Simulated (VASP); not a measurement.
```yaml
crystal:
  lattice:
    - [0.00000, 2.78812, 2.78812]
    - [2.78812, 0.00000, 2.78812]
    - [2.78812, 2.78812, 0.00000]
  atoms:
    - { symbol: Ba, position: [0.00000, 0.00000, 0.00000] }
    - { symbol: O, position: [0.50000, 0.50000, 0.50000] }
```

Method: PBE GGA with D4 dispersion, VASP's PBE PAW potentials (set 64) (plane waves; VASP). Numerical set-up: 520 eV cut-off, Gaussian smearing of 0.050 eV, potentials Ba_sv O.

Unless said otherwise, spin-orbit coupling is left out, though it shifts the bands of the heavy elements here.

Question: Give the energies of bands 6 to 11 at the high-symmetry points, in eV from the valence-band maximum.

Answer: 
```csv
band,Γ,X,U,L,W
6,-0.29,-0.13,-0.88,-1.92,-1.25
7,-0.29,-0.13,-0.69,-1.39,-0.19
8,-0.29,0.00,-0.14,-1.39,-0.19
9,3.46,2.04,3.45,4.91,4.61
10,4.69,5.89,6.51,7.09,4.61
11,4.69,8.80,6.89,7.09,6.75
```

The gap is direct, 2.04 eV, from the valence maximum at X to the conduction minimum at X.

Measured: gap 4.40 eV (computed value off by -2.36 eV), as given by Abedi et al., (2022), arXiv:2211.14644.

The compound is BaO in the rock salt structure. It was relaxed first.
